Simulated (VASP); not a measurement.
# Ta3Cu (I4/mmm) in VASP: notebook

One crystal, Ta3Cu, is run at these levels: PBE; tasks: single point.

All numbers are computed with VASP 6.6.1; they aren't measurements. Logs are shortened: lines on timing, memory, paths and dates and some standing lists are left out, and cuts for length are marked.

### Step 1. The structure

It takes space group I4/mmm (No. 139, tetragonal). Conventional cell: a = 4.013 Å, b = 4.013 Å, c = 8.416 Å, α = 90.00°, β = 90.00°, γ = 90.00°. Ta (site symmetry 4/mmm) has 4 Cu at 2.84 Å and 8 Ta at 2.91 Å as nearest neighbours. Ta (site symmetry -4m2) is surrounded by 8 Ta at 2.84 to 2.91 Å and 4 Cu at 2.91 Å. Cu (site symmetry 4/mmm) has 12 Ta at 2.84 to 2.91 Å as nearest neighbours.

The cell comes from a database or a generator and needn't be the stable form of this composition.

### Step 2. Single point, PBE

The input, INCAR:

```
SYSTEM = Ta3Cu
PREC = Accurate
ENCUT = 500
EDIFF = 1E-6
ISMEAR = 0
SIGMA = 0.1
LREAL = .FALSE.
LASPH = .TRUE.
NELM = 80
ALGO = Fast
ISIF = 2
LWAVE = .FALSE.
LCHARG = .FALSE.
GGA = PE
```

The input, KPOINTS:

```
regular mesh
0
G
  9 9 9
  0 0 0
```

The input, POSCAR:

```
Ta3Cu
1.0
   -2.0065070000      2.0065070000      4.2081700000
    2.0065070000     -2.0065070000      4.2081700000
    2.0065070000      2.0065070000     -4.2081700000
Ta Cu
3 1
Direct
    0.5000000000      0.5000000000      0.0000000000
    0.2500000000      0.7500000000      0.5000000000
    0.7500000000      0.2500000000      0.5000000000
    0.0000000000      0.0000000000      0.0000000000
```

Potentials or basis: VASP PAW PBE potentials, release 64 (Ta, Cu).

The run is started by

```console
cat potpaw_PBE.64/Ta/POTCAR potpaw_PBE.64/Cu/POTCAR > POTCAR
mpirun -np 1 vasp_std > vasp.out
```

OUTCAR:

```text
SYSTEM = Ta3Cu
   PREC = Accurate
   ENCUT = 500
   EDIFF = 1E-6
   ISMEAR = 0
   LREAL = .FALSE.
   LASPH = .TRUE.
   NELM = 80
   ISIF = 2
   GGA = PE

 ion  position               nearest neighbor table
   1  0.500  0.500  0.000-   4 2.84   4 2.84   4 2.84   4 2.84   3 2.91   2 2.91   3 2.91   3 2.91
                             2 2.91   2 2.91   3 2.91   2 2.91
   2  0.250  0.750  0.500-   3 2.84   3 2.84   3 2.84   3 2.84   4 2.91   1 2.91   4 2.91   1 2.91
                             4 2.91   4 2.91   1 2.91   1 2.91
   3  0.750  0.250  0.500-   2 2.84   2 2.84   2 2.84   2 2.84   4 2.91   1 2.91   4 2.91   4 2.91
                             1 2.91   1 2.91   4 2.91   1 2.91
   4  0.000  0.000  0.000-   1 2.84   1 2.84   1 2.84   1 2.84   3 2.91   2 2.91   3 2.91   2 2.91
                             3 2.91   3 2.91   2 2.91   2 2.91

  LATTYP: Found a body centered tetragonal cell.
 ALAT       =     4.0130140000
 C/A-ratio  =     2.0972615595

  Lattice vectors:

 A1 = (  -2.0065070000,   2.0065070000,   4.2081700000)
 A2 = (   2.0065070000,  -2.0065070000,   4.2081700000)
 A3 = (   2.0065070000,   2.0065070000,  -4.2081700000)

Analysis of symmetry for initial positions (statically):
=====================================================================
 Subroutine PRICEL returns:
 Original cell was already a primitive cell.

 Routine SETGRP: Setting up the symmetry group for a
 body centered tetragonal supercell.

 Subroutine GETGRP returns: Found 16 space group operations
 (whereof 16 operations were pure point group operations)
 out of a pool of 16 trial point group operations.

The static configuration has the point symmetry D_4h.

Analysis of symmetry for dynamics (positions and initial velocities):
=====================================================================
 Subroutine PRICEL returns:
 Original cell was already a primitive cell.

 Routine SETGRP: Setting up the symmetry group for a
 body centered tetragonal supercell.

 Subroutine GETGRP returns: Found 16 space group operations
 (whereof 16 operations were pure point group operations)
 out of a pool of 16 trial point group operations.

The dynamic configuration has the point symmetry D_4h.

 Subroutine INISYM returns: Found 16 space group operations
 (whereof 16 operations are pure point group operations),
 and found     1 'primitive' translations

----------------------------------------------------------------------------------------

                                     Primitive cell

  volume of cell :      67.7696

  direct lattice vectors                    reciprocal lattice vectors
    -2.006507000  2.006507000  4.208170000     0.000000000  0.249189263  0.118816493
[... 98 lines left out ...]
   POTIM  = 0.5000    time-step for ionic-motion
   TEBEG  =    0.0;   TEEND  =   0.0 temperature during run
   PSTRESS=    0.0 pullay stress
   NELECT =      26.0000    total number of electrons
   NUPDOWN=      -1.0000    fix difference up-down
   EMIN   =  10.00;   EMAX   =-10.00  energy-range for DOS
   EFERMI =   0.00;   METHOD = LEGACY
   ISMEAR =     0;   SIGMA  =   0.10  broadening in eV -4-tet -1-fermi 0-gaus
   EFERMI_NEDOS =   21; number of points for ismear=-14 and -15
   IALGO  =     68    algorithm
   IMIX   =      4    mixing-type and parameters
     AMIX     =   0.40;   BMIX     =  1.00
     AMIX_MAG =   1.60;   BMIX_MAG =  1.00
  volume/ion in A,a.u.               =      16.94       114.33
  Fermi-wavevector in a.u.,A,eV,Ry     =   1.189564  2.247950 19.253088  1.415062
  Thomas-Fermi vector in A             =   2.325668
   LORBIT       =      0    0 simple, 1 ext, 2 COOP (PROOUT), +10 PAW based schemes
   GGA     = PE    functional components
   LHFCALC =     F    Hartree Fock is set to
   AEXX    =    0.0000 exact exchange contribution
   IVDW    =     0    specifies the selected vdW correction
   LEPSILON=     F    determine dielectric tensor
   LRPA    =     F    only Hartree local field effects (RPA)
 non-spin polarized calculation
 RMM-DIIS sequential band-by-band and
 Gauss-broadening in eV      SIGMA  =   0.10
  energy-cutoff  :      500.00
  volume of cell :       67.77
 maximum number of plane-waves:      1737
 NGX is ok and might be reduce to    40
   NGX = 19   NGY = 19   NGZ = 19

 number of electron      25.9999993 magnetization

 Free energy of the ion-electron system (eV)
  ---------------------------------------------------
  ext. energy  EPLUGINS =         0.00000000
  ---------------------------------------------------
  free energy    TOTEN  =       -38.66140413 eV

  energy without entropy =      -38.64036615  energy(sigma->0) =      -38.65088514

 E-fermi :   6.2038     XC(G=0): -12.3112

 val. band max:        6.1857957947   @ k =  -0.2222   0.3333   0.1111
 cond. band min:       6.2041454515   @ k =   0.3333   0.3333   0.1111
 fundamental gap:      0.0183496568
 Fermi energy:         6.2037610551

 k-point     1 :       0.0000    0.0000    0.0000
  band No.  band energies     occupation
      1      -2.2173      2.00000
      2       1.4811      2.00000
      3       2.2297      2.00000
      4       2.4229      2.00000
      5       2.7674      2.00000
      6       2.9512      2.00000
[... 457 lines left out ...]
      4       2.4060      2.00000
      5       2.9661      2.00000
      6       3.0037      2.00000
[... 9 lines left out ...]
     16       7.3691      0.00000
     17       8.0486      0.00000

 [... further k-points ...]

------------------------ aborting loop because EDIFF is reached ----------------------------------------

  FORCE on cell =-STRESS in cart. coord.  units (eV):
  Direction    XX          YY          ZZ          XY          YZ          ZX
  --------------------------------------------------------------------------------------
  -------------------------------------------------------------------------------------
  Total       -0.4154638     -0.4154638     -0.5258757      0.0000000      0.0000000      0.0000000
  in kB       -9.8222096     -9.8222096    -12.4325161      0.0000000      0.0000000      0.0000000
  external PRESSURE =     -10.6923117 kB  Pullay stress =       0.0000000 kB

 VOLUME and BASIS-vectors are now :
 -----------------------------------------------------------------------------
  energy-cutoff  :      500.00
  volume of cell :       67.77
      direct lattice vectors                 reciprocal lattice vectors
    -2.006507000  2.006507000  4.208170000     0.000000000  0.249189263  0.118816493
     2.006507000 -2.006507000  4.208170000     0.249189263  0.000000000  0.118816493
     2.006507000  2.006507000 -4.208170000     0.249189263  0.249189263  0.000000000

 POSITION                                       TOTAL-FORCE (eV/Angst)
 -----------------------------------------------------------------------------------
      0.00000      0.00000      4.20817         0.000000     -0.000000     -0.000000
      2.00651      0.00000      2.10408        -0.000000      0.000000      0.000000
      0.00000      2.00651      2.10408         0.000000     -0.000000      0.000000
      0.00000      0.00000      0.00000         0.000000     -0.000000     -0.000000
 -----------------------------------------------------------------------------------
    total drift:                               -0.000000     -0.000000      0.000000

  FREE ENERGIE OF THE ION-ELECTRON SYSTEM (eV)
  ---------------------------------------------------
  free  energy   TOTEN  =       -38.6614041288 eV

  energy  without entropy=      -38.6403661501  energy(sigma->0) =      -38.65088514
```

It took 90 s on 1 thread of Intel Xeon 6975P-C (Granite Rapids), shared host; peak memory 0.29 GiB.

What came out:

| Property | Result |
| --- | --- |
| Free energy | -38.6614 eV |
| Pressure | -1.1 GPa |
| Band gap on the k mesh | none (metal or under the smearing width) |

Stress tensor (GPa, compression positive):
```
-0.98  0.00  0.00
 0.00 -0.98  0.00
 0.00  0.00 -1.24
```

### Step 3. Single point, PBE

The input, run.py:

```python
from ase.calculators.vasp import Vasp
from ase.dft.bandgap import bandgap
from ase.io import read

atoms = read('POSCAR')
calc = Vasp(
    directory='calc',
    xc='pbe',
    pp='PBE',
    setups='minimal',
    prec='Accurate',
    encut=500,
    ediff=1e-07,
    ismear=0,
    sigma=0.1,
    lreal=False,
    lasph=True,
    nelm=60,
    algo='Normal',
    isif=2,
    lwave=False,
    lcharg=True,
    lelf=True,
    lvhar=True,
    kpts=[9, 9, 9],
    gamma=True,
)
atoms.calc = calc

print('energy (eV):', atoms.get_potential_energy())
print('free energy (eV):', atoms.get_potential_energy(force_consistent=True))
print('forces (eV/A):')
print(atoms.get_forces())
print('stress (eV/A^3, Voigt):', atoms.get_stress())
print('Fermi level (eV):', calc.get_fermi_level())
gap, top, bottom = bandgap(calc)
print('band gap (eV):', gap, 'from (spin, k, band)', top, 'to', bottom)
```

POSCAR is that of step 2.

Potentials or basis: VASP PAW PBE potentials, release 64 (Ta, Cu).

The run is started by

```console
python run.py
```

Wall time 1.7 min (1 thread of Intel Xeon 6975P-C (Granite Rapids), shared host); peak memory 0.29 GiB.

The run converged. Its results:

```yaml
Free_energy: -38.6614 eV
Pressure: -1.0 GPa
Band_gap_on_the_k_mesh: none (metal or under the smearing width)
```

Stress tensor (GPa, compression positive):
```
-0.91  0.00  0.00
 0.00 -0.91  0.00
 0.00  0.00 -1.18
```

Levels at points of the mesh, in eV from the Fermi level:
| k point | band 10 | band 11 | band 12 | band 13 | band 14 | band 15 | band 16 | band 17 |
| --- | --- | --- | --- | --- | --- | --- | --- | --- |
| (0.00, 0.00, 0.00) | -1.64 | -1.64 | -0.18 | -0.18 | 0.06 | 2.00 | 2.25 | 2.46 |

### Step 4. Single point, PBE

The input, INCAR:

```
PREC = Accurate
ENCUT = 520
EDIFF = 1E-6
ISMEAR = 0
SIGMA = 0.02
LREAL = False
LASPH = True
NELM = 80
ALGO = Normal
ISIF = 2
LWAVE = False
LCHARG = True
GGA = PE
LELF = True
LVHAR = True
NBANDS = 30
```

The input, KPOINTS:

```
regular mesh
0
Gamma
  9 9 9
```

The input, POSCAR:

```
Ta3Cu
5.0755
   -0.395331888484      0.395331888484      0.829114372968
    0.395331888484     -0.395331888484      0.829114372968
    0.395331888484      0.395331888484     -0.829114372968
Ta Cu
3 1
Direct
    0.5000000000      0.5000000000      0.0000000000
    0.2500000000      0.7500000000      0.5000000000
    0.7500000000      0.2500000000      0.5000000000
    0.0000000000      0.0000000000      0.0000000000
```

Potentials or basis: VASP PAW PBE potentials, release 54 (Ta_pv, Cu).

The run is started by

```console
cat potpaw_PBE.54/Ta_pv/POTCAR potpaw_PBE.54/Cu/POTCAR > POTCAR
mpirun -np 1 vasp_std > vasp.out
```

It took 6.9 min on 1 thread of Intel Xeon Platinum 8488C (Sapphire Rapids), shared host; peak memory 0.32 GiB.

Results (log left out):

```
Free energy            : -38.5044 eV
Pressure               : 0.9 GPa
Band gap on the k mesh : none (metal or under the smearing width)
```

Stress tensor (GPa, compression positive):
```
1.12 0.00 0.00
0.00 1.12 0.00
0.00 0.00 0.59
```

Levels at points of the mesh, in eV from the Fermi level:
```
           k point  band 19  band 20  band 21  band 22  band 23  band 24  band 25  band 26
(0.00, 0.00, 0.00)    -1.64    -1.64    -0.19    -0.19     0.04     1.99     2.24     2.46
```

### Step 5. For comparison

An earlier run on the cell as given: functional PBE; potentials or basis VASP PAW PBE potentials, release 64 (Ta_pv, Cu); cutoff 520 eV; k mesh 9 × 9 × 9; occupations fermi-dirac, width 0.05 eV; no spin polarisation.

- Pressure: 0.7 GPa
- Band gap on the k mesh: none (metal or under the smearing width)

### Step 6. The runs side by side

```tsv
potentials or basis	cutoff (eV)	smearing	gap on the mesh (eV)	pressure (GPa)
VASP PAW PBE potentials, release 64 (Ta, Cu)	500	gaussian 0.1 eV	none	-1.0
VASP PAW PBE potentials, release 54 (Ta_pv, Cu)	520	gaussian 0.02 eV	none	0.9
VASP PAW PBE potentials, release 64 (Ta_pv, Cu)	520	fermi-dirac 0.05 eV	none	0.7
```

Alike in all rows: task single point; level PBE; no spin polarisation; cell as given; k mesh 9 × 9 × 9.

Total energies depend on the potentials used, so only differences within one code and one set of settings carry meaning.
